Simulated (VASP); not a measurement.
```
CELL_PARAMETERS angstrom
      5.52566     0.00000     0.00000
      0.00000     9.85005     0.00000
      0.00000     0.00000     3.17712
ATOMIC_POSITIONS crystal
  Cd 0.05980 0.32358 0.50000
  Cd 0.94020 0.67642 0.50000
  Cd 0.55980 0.17642 0.50000
  Cd 0.44020 0.82358 0.50000
  Sn 0.00000 0.00000 0.00000
  Sn 0.50000 0.50000 0.00000
  O  0.13568 0.80656 0.00000
  O  0.86432 0.19344 0.00000
  O  0.63568 0.69344 0.00000
  O  0.36432 0.30656 0.00000
  O  0.26280 0.53917 0.50000
  O  0.73720 0.46083 0.50000
  O  0.76280 0.96083 0.50000
  O  0.23720 0.03917 0.50000
```

These are LDA (Ceperley-Alder, Perdew-Zunger), VASP's LDA PAW potentials (set 64) (plane waves; VASP) values and carry that method's errors. Run with LREAL = Auto, 520 eV cut-off, 5×3×8 Γ-centred mesh, tetrahedra with Blöchl corrections, potentials Cd Sn_d O.

The cores are frozen, which limits the accuracy of field gradients.

Problem. Give the principal components of the electric field gradient (V/Å²) and the asymmetry η at each nucleus.

Solution. 
| atom | Vxx | Vyy | Vzz | η |
|---|---|---|---|---|
| Cd1 | 38.3 | 15.2 | -53.5 | 0.43 |
| Cd2 | 38.3 | 15.2 | -53.5 | 0.43 |
| Cd3 | 38.3 | 15.2 | -53.5 | 0.43 |
| Cd4 | 38.3 | 15.2 | -53.5 | 0.43 |
| Sn5 | -78.2 | -13.2 | 91.4 | 0.71 |
| Sn6 | -78.2 | -13.2 | 91.4 | 0.71 |
| O7 | -15.3 | -10.9 | 26.2 | 0.17 |
| O8 | -15.3 | -10.9 | 26.2 | 0.17 |
| O9 | -15.3 | -10.9 | 26.2 | 0.17 |
| O10 | -15.3 | -10.9 | 26.2 | 0.17 |
| O11 | 32.9 | 17.1 | -49.9 | 0.32 |
| O12 | 32.9 | 17.1 | -49.9 | 0.32 |
| O13 | 32.9 | 17.1 | -49.9 | 0.32 |
| O14 | 32.9 | 17.1 | -49.9 | 0.32 |

The structure comes from a computed database's Cd2SnO4 entry (Pbam); how it stands against other phases isn't given here. It was relaxed first.
